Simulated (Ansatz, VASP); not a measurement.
**C4S5O in two plane-wave programs**

Wanted: the spread between two codes on one cell, functional and k mesh. The cell is taken from a series of runs on this material, whose earlier steps may have relaxed, scaled, displaced or heated it; both programs get it as it stands.

Main program and level: Ansatz 0.2.0; plane waves, with VASP 6.6.1 beside it; dielectric response at PBE.

### 1. Starting point

Symmetry: Pc, No. 7, monoclinic system. Conventional cell: a = 3.964 Å, b = 11.021 Å, c = 8.832 Å, α = 90.00°, β = 104.76°, γ = 90.00°. Nearest to C lie 3 S at 1.65 to 1.74 Å. C has 1 C at 1.37 Å and 2 S at 1.73 Å nearest. C has 1 O at 1.21 Å and 2 S at 1.80 Å nearest. Nearest to C lie 1 C at 1.37 Å and 2 S at 1.73 Å. Nearest to S lie 1 C at 1.65 Å. Nearest to S lie 2 C at 1.73 to 1.74 Å. Farther neighbours and most contacts between anions are not listed.

### 2. Ansatz: dielectric response, PBE

Ansatz runs on its PAW soft_1 files.

The response to a field tests empty states and converges slowly with the mesh.

Contents of input.yaml:

```yaml
crystal:
  lattice:
    - [3.9638, 0.0, 0.0]
    - [0.0, 11.0211, 0.0]
    - [-2.2503537532, 0.0, 8.5408209769]
  atoms:
    - { symbol: C, position: [0.9954444397, 0.1796739709, 0.3639247569] }
    - { symbol: C, position: [0.9954444397, 0.8203260291, 0.8639247569] }
    - { symbol: C, position: [0.4303161322, 0.201707041, 0.6372972353] }
    - { symbol: C, position: [0.4303161322, 0.798292959, 0.1372972353] }
    - { symbol: C, position: [0.7934383888, 0.3409955639, 0.8579692616] }
    - { symbol: C, position: [0.7934383888, 0.6590044361, 0.3579692616] }
    - { symbol: C, position: [0.3676703384, 0.3173331213, 0.5811982461] }
    - { symbol: C, position: [0.3676703384, 0.6826668787, 0.0811982461] }
    - { symbol: S, position: [0.7175656305, 0.1290236316, 0.2041229421] }
    - { symbol: S, position: [0.7175656305, 0.8709763684, 0.7041229421] }
    - { symbol: S, position: [0.2162793335, 0.0863359043, 0.5167550488] }
    - { symbol: S, position: [0.2162793335, 0.9136640957, 0.0167550488] }
    - { symbol: S, position: [0.7019628428, 0.181898402, 0.8234195846] }
    - { symbol: S, position: [0.7019628428, 0.818101598, 0.3234195846] }
    - { symbol: S, position: [0.0945683707, 0.3332646569, 0.3947420537] }
    - { symbol: S, position: [0.0945683707, 0.6667353431, 0.8947420537] }
    - { symbol: S, position: [0.5678526524, 0.4359530879, 0.6984529155] }
    - { symbol: S, position: [0.5678526524, 0.5640469121, 0.1984529155] }
    - { symbol: O, position: [-0.010268129, 0.3802644671, 0.9759479553] }
    - { symbol: O, position: [-0.010268129, 0.6197355329, 0.4759479553] }
kpoints:
  mp_grid: { grid: [6, 2, 4] }
hamiltonian:
  xc: pbe
  pseudopotentials: { kind: paw, azcp: { folder: soft_1 } }
scf:
  occupations: { method: fixed }
dielectric: {}
```

On the command line:

```console
> ansatz run input.yaml --threads 2 --pin off --max-ram 92160MiB --backend cuda --events-out ev --progress --plain --runs-dir out --devices 1 --max-vram 13GiB
```

Numbers of over 12 decimals in the logs are rounded to 6 here.

What it wrote:

```text
GPUs: using 1 of 1 available (devices: 1).
Engine: ansatz 0.2.0, x86_64-unknown-linux-gnu
Pseudopotentials: kind: paw
Pseudopotential: C, paw, valence charge 4, recommended cutoff 420 eV (normal), soft_1/C.paw.azcp
Pseudopotential: S, paw, valence charge 6, recommended cutoff 420 eV (normal), soft_1/S.paw.azcp
Pseudopotential: O, paw, valence charge 6, recommended cutoff 420 eV (normal), soft_1/O.paw.azcp
Functional definition: PBE
  parameter kappa = 0.804
  parameter beta = 0.066725
  exchange = pbe_x(kappa = kappa, mu = beta*pi^2/3)
  correlation = pbe_c(beta = beta)
device memory: the entry about to start is reckoned to put 3.7 GiB on a device that reports 64.4 GiB free (of which the cap on the GPU budget leaves the run 13.0 GiB)
GPU FFT provider: cuFFT
GPU libraries: cuBLAS 13.8.2, cuFFT 12.4.0, cuSOLVER 12.3.4
Crystal: 20 atoms, lattice volume = 373.109 Å³
Basis set: ecut = 420 eV, 7335 PW (Γ), exchange–correlation on 54×150×120 points (8 copies of the dense FFT grid, shifted against one another)
Bands: 72, of which v1, the nominal top of the filled ones, is band 52 counted from 1 (51 counted from 0)
Symmetry: 2 space group operations
k-points: 28 of 48 (irreducible under 1 space group operation, time reversal used)
Non-local potential: C, projectors of the file, l = 0: 2, l = 1: 2, l = 2: 1
Non-local potential: S, projectors of the file, l = 0: 2, l = 1: 2, l = 2: 1
Non-local potential: O, projectors of the file, l = 0: 2, l = 1: 2, l = 2: 1
PAW form: soft (Blöchl's): semilocal exchange-correlation on the pseudo side does not see the compensation charge
PAW one-centre angular grid: C, 110 points (default); XC on 64 Gauss nodes
PAW one-centre angular grid: S, 110 points (default); XC on 64 Gauss nodes
PAW one-centre angular grid: O, 110 points (default); XC on 64 Gauss nodes
Initial density: superposition of atomic densities (chi_scale 0.1, normalization cell, long waves kept (reshape's long-wave potential 0.98 eV rms))
Initial wavefunctions: pseudopotential atomic-orbital guess
GPU buffer pool allocated for 121500 grid points (all kernels)
GPU transforms: local potential and band sums: pruned to the plane-wave sphere, on 27×75×60
Functional: x = pbe(κ = 0.804, μ = 0.219515), c = pbe(β = 0.066725)
SCF iter   1: F=—  HF=-12165.169992 eV  |F-HF|=—  |Δ(HF+E_count)|=         —  Δρ=7.74e-2  dr2=4.25e1  ethr=3.10e-3  ⟨swp⟩=5.0  Hψ=8548  notcnv=0  defer=504
preconditioner: auto → Resta (q_TF=auto, 2.205 Å⁻¹)  ε∞=4.0  [insulator: Δε(μ)=0.975 eV  Ē_g=10.950 eV  n_scr=62 (ndim 8)  ℏωp=18.8 eV  f_vac=0.025  ε∞_Penn≈4.0]
SCF iter   2: F=—  HF=-12156.795243 eV  |F-HF|=—  |Δ(HF+E_count)|=    8.37e0  Δρ=3.55e-2  dr2=3.60e0  ethr=3.10e-3  ⟨swp⟩=4.0  Hψ=4787  notcnv=0  defer=492
SCF iter   3: F=—  HF=-12156.076529 eV  |F-HF|=—  |Δ(HF+E_count)|=   7.19e-1  Δρ=1.68e-2  dr2=9.32e-1  ethr=3.10e-3  ⟨swp⟩=2.0  Hψ=3904  notcnv=0  defer=449
SCF iter   4: F=—  HF=-12155.938966 eV  |F-HF|=—  |Δ(HF+E_count)|=   1.38e-1  Δρ=8.04e-3  dr2=2.14e-1  ethr=8.96e-4  ⟨swp⟩=2.0  Hψ=3163  notcnv=0  defer=504
SCF iter   5: F=—  HF=-12155.912706 eV  |F-HF|=—  |Δ(HF+E_count)|=   2.63e-2  Δρ=2.01e-3  dr2=1.49e-2  ethr=2.06e-4  ⟨swp⟩=2.0  Hψ=3835  notcnv=0  defer=504
SCF iter   6: F=—  HF=-12155.919606 eV  |F-HF|=—  |Δ(HF+E_count)|=   6.90e-3  Δρ=9.27e-4  dr2=4.21e-3  ethr=1.44e-5  ⟨swp⟩=2.1  Hψ=2742  notcnv=0  defer=504
SCF iter   7: F=—  HF=-12155.920858 eV  |F-HF|=—  |Δ(HF+E_count)|=   1.25e-3  Δρ=2.60e-4  dr2=3.32e-4  ethr=4.04e-6  ⟨swp⟩=2.0  Hψ=2824  notcnv=0  defer=504
SCF iter   8: F=—  HF=-12155.921422 eV  |F-HF|=—  |Δ(HF+E_count)|=   5.65e-4  Δρ=1.23e-4  dr2=8.86e-5  ethr=3.19e-7  ⟨swp⟩=2.0  Hψ=3001  notcnv=0  defer=504
SCF iter   9: F=—  HF=-12155.921445 eV  |F-HF|=—  |Δ(HF+E_count)|=   2.28e-5  Δρ=4.00e-5  dr2=7.62e-6  ethr=8.52e-8  ⟨swp⟩=2.0  Hψ=2880  notcnv=0  defer=493
SCF iter  10: F=—  HF=-12155.921323 eV  |F-HF|=—  |Δ(HF+E_count)|=   1.22e-4  Δρ=1.46e-5  dr2=1.10e-6  ethr=7.32e-9  ⟨swp⟩=2.0  Hψ=3266  notcnv=0  defer=455
[...]
SCF iter  13: F=—  HF=-12155.921324 eV  |F-HF|=—  |Δ(HF+E_count)|=   1.66e-8  Δρ=7.03e-7  dr2=3.25e-9  ethr=1.30e-11  ⟨swp⟩=2.0  Hψ=3048  notcnv=0  defer=457
SCF iter  14: F=—  HF=-12155.921324 eV  |F-HF|=—  |Δ(HF+E_count)|=  7.77e-10  Δρ=2.91e-7  dr2=3.04e-10  ethr=3.13e-12  ⟨swp⟩=2.0  Hψ=2716  notcnv=0  defer=457
SCF iter  15: F=—  HF=-12155.921324 eV  |F-HF|=—  |Δ(HF+E_count)|=  3.04e-10  Δρ=2.89e-7  dr2=2.84e-10  ethr=1.00e-12  ⟨swp⟩=15.4  Hψ=12505  notcnv=0
SCF iter  16: F=-12155.921324 eV  HF=-12155.921324 eV  |F-HF|=1.82e-12  |Δ(HF+E_count)|=  1.46e-11  Δρ=4.15e-8  dr2=8.23e-12  ethr=1.00e-12  ⟨swp⟩=2.0  Hψ=5094  notcnv=0
[...]
── the response to a field inside a basis, on 6×2×4 k-points: an SCF that follows is theirs, and a resumed run solves both again ──
device memory: the entry about to start is reckoned to put 0.7 GiB on a device that reports 58.7 GiB free (of which the cap on the GPU budget leaves the run 12.7 GiB)
GPU FFT provider: cuFFT
GPU libraries: cuBLAS 13.8.2, cuFFT 12.4.0, cuSOLVER 12.3.4
Bands: 53, of which v1, the nominal top of the filled ones, is band 52 counted from 1 (51 counted from 0)
k-points: 12 of 48 (time reversal used)
Initial density: handed on by an earlier stage of this run
Initial wavefunctions: pseudopotential atomic-orbital guess (no wavefunctions were taken with the density)
GPU buffer pool allocated for 121500 grid points (all kernels)
GPU transforms: band sums: pruned to the plane-wave sphere, on 27×75×60
Eigensolver: Dense (12 Hₖ)
SCF iter   1: F=—  HF=-12155.636233 eV  |F-HF|=—  |Δ(HF+E_count)|=         —  Δρ=4.27e-4  dr2=1.96e-4  ethr=1.00e-1
preconditioner: auto → Resta (q_TF=auto, 2.205 Å⁻¹)  ε∞=5.4  [insulator: Δε(μ)=1.708 eV  Ē_g=9.170 eV  n_scr=62 (ndim 8)  ℏωp=19.2 eV  f_vac=0.053  ε∞_Penn≈5.4]
SCF iter   2: F=—  HF=-12155.636387 eV  |F-HF|=—  |Δ(HF+E_count)|=   1.53e-4  Δρ=2.32e-4  dr2=6.05e-5  ethr=1.89e-7
SCF iter   3: F=—  HF=-12155.636456 eV  |F-HF|=—  |Δ(HF+E_count)|=   6.92e-5  Δρ=3.15e-5  dr2=3.62e-6  ethr=5.82e-8
SCF iter   4: F=—  HF=-12155.636456 eV  |F-HF|=—  |Δ(HF+E_count)|=   1.76e-7  Δρ=1.36e-5  dr2=7.21e-7  ethr=3.48e-9
SCF iter   5: F=—  HF=-12155.636456 eV  |F-HF|=—  |Δ(HF+E_count)|=   1.32e-7  Δρ=4.86e-6  dr2=1.33e-7  ethr=6.93e-10
SCF iter   6: F=-12155.636456 eV  HF=-12155.636456 eV  |F-HF|=1.36e-8  |Δ(HF+E_count)|=   3.55e-8  Δρ=1.21e-6  dr2=7.44e-9  ethr=1.28e-10
SCF 1 converged in 6 iterations: F = -12155.636456 eV  dr2 = 7.44e-9
device memory: the entry about to start is reckoned to put 0.1 GiB (of the 0.2 GiB reckoned in all, the device holds 0.1 GiB already) on a device that reports 61.4 GiB free (of which the cap on the GPU budget leaves the run 12.6 GiB)
device memory: the entry about to start is reckoned to put 3.5 GiB (of the 3.6 GiB reckoned in all, the device holds 0.1 GiB already) on a device that reports 61.2 GiB free (of which the cap on the GPU budget leaves the run 12.4 GiB)
DFPT response loops at Γ: preconditioner auto → Resta (q_TF=auto, 2.205 Å⁻¹)  ε∞=5.9 (no band partly filled); β = 1.00, the filter's whole step (`scf.mixing.beta` (0.50) is not read by the response loops at its default; to damp them type it under 1.00, their step now; it binds the ground state too); Broyden in place of MSR1
SCF converged after 16 iterations
Free energy (F): -12155.921324 eV
Harris-Foulkes:  -12155.921324 eV  (|F-HF|=1.82e-12)
Internal energy: -12155.921324 eV  (E = F + TS)
E sigma→0 (E₀):  -12155.921324 eV
Fermi energy:    3.446061 eV
--- Per-component energies (eV) ---
  E_band       = -452.432685
  E_kinetic    = 2081.223901
  E_local      = -4786.603364  (includes V_loc(G=0)·N_el)
  E_nonlocal   = 641.683968
  E_hartree    = 1655.678251
  E_xc         = -1395.678767
  E_vxc        = -1455.479355  (∫ρ·V_xc dr)
  E_paw        = -7210.051470  (= ΣΔE_a)
  E_vpaw       = -244.615968  (= ΣTr[D̂ρ^β])
  E_aug_tail   = 0.001685  (compensation charges beyond the density's cutoff)
  E_ewald      = -3142.175527
  E_smearing   = -0.000000  (= −TS)
  E_closure    = 0.000000  (closes the sum)
  Σ components = -12155.921324   (vs F -12155.921324, Δ=0.00e0)
--- Band table (eV; the first three rows and the last of 28) ---
  k-point 0: bands = [... 48 lower, 2.5714, 2.9670, 3.0412, 3.0872, 5.6178, 5.6636, 6.3067, 6.3897, ... 16 higher]
  k-point 1: bands = [... 48 lower, 2.6716, 2.9479, 3.1131, 3.1454, 5.6219, 5.6747, 6.3097, 6.3288, ... 16 higher]
  k-point 2: bands = [... 48 lower, 2.8485, 2.8485, 3.1818, 3.1818, 5.6629, 5.6629, 6.2919, 6.2919, ... 16 higher]
  k-point 27: bands = [... 48 lower, 2.7837, 2.7837, 3.2329, 3.2329, 5.4066, 5.4066, 6.1304, 6.1304, ... 16 higher]
--- Dielectric response (ions clamped): 3 representative field directions + reference, inside a basis on a mesh of 48 k-points (Σ response iterations 21) ---
  ε∞ (high-frequency dielectric tensor):
        3.160443     0.000000     1.047514
        0.000000     4.332141     0.000000
        1.047514     0.000000     4.975385
  Born effective charges Z* (e; rows j = field, columns β = displacement):
    site 0:
         0.42860    0.35715    1.24376
         0.58756    0.65555    0.94823
         1.39041    0.62144    2.18668
    site 1:
         0.42860   -0.35715    1.24376
        -0.58756    0.65555   -0.94823
         1.39041   -0.62144    2.18668
    site 2:
        -0.05408   -0.10649    0.19715
         0.09599   -0.50203    0.20930
         0.24657   -0.12476    0.16566
    site 3:
        -0.05408    0.10649    0.19715
        -0.09599   -0.50203   -0.20930
         0.24657    0.12476    0.16566
    site 4:
         0.57927    0.22241    1.06388
         0.58977    1.52535    0.87109
         1.06065    0.29727    2.19822
    site 5:
         0.57927   -0.22241    1.06388
        -0.58977    1.52535   -0.87109
         1.06065   -0.29727    2.19822
    site 6:
        -0.12031    0.21795    0.06268
         0.12091   -0.10312    0.09815
         0.03709    0.51782   -0.06524
    site 7:
[...]
site 8:
[...]
site 9:
[...]
site 10:
[...]
site 11:
[...]
site 12:
[...]
site 13:
[...]
site 14:
[...]
site 15:
[...]
site 16:
[...]
site 17:
[...]
-0.00890    0.36786   -0.04167
        -0.29189   -0.64239   -0.63463
    site 18:
        -0.80518   -0.39473   -0.91715
        -0.59334   -1.15241   -1.07189
        -0.90573   -0.70260   -2.16654
    site 19:
        -0.80518    0.39473   -0.91715
         0.59334   -1.15241    1.07189
        -0.90573    0.70260   -2.16654
  Z* charge neutrality: 3.190e-2 e pre-enforcement
  solved inside a basis spanned on kpoints, on 6×2×4 k-points, its susceptibility summed on 10×4×4: ε∞ is read to err by 2.4e-2, Z* by 1.4e-2 e (field_mesh: kpoints solves on kpoints); Z* is corrected for what the basis lacks
```

In the SCF lines HF is the Harris–Foulkes energy and dr2 the Hartree energy of the density residual, in eV; the loop may stop once dr2 is under the threshold and the program's other checks hold. Hψ counts applications of the Hamiltonian.

(Continued in part 2 of 3.)

[Lines on the potential files, build, host, timing and source positions are cut from VASP's logs without a mark.]

[Logs are printed without paths, hosts, clocks, repeated set-up lines and the standing remarks that a program may print on its own settings, such as how far it seeks lower states.]

[Hosts, paths, dates, database ids (printed as entryN), source tags and the programs' standing remarks are cut or masked in the printed files.]
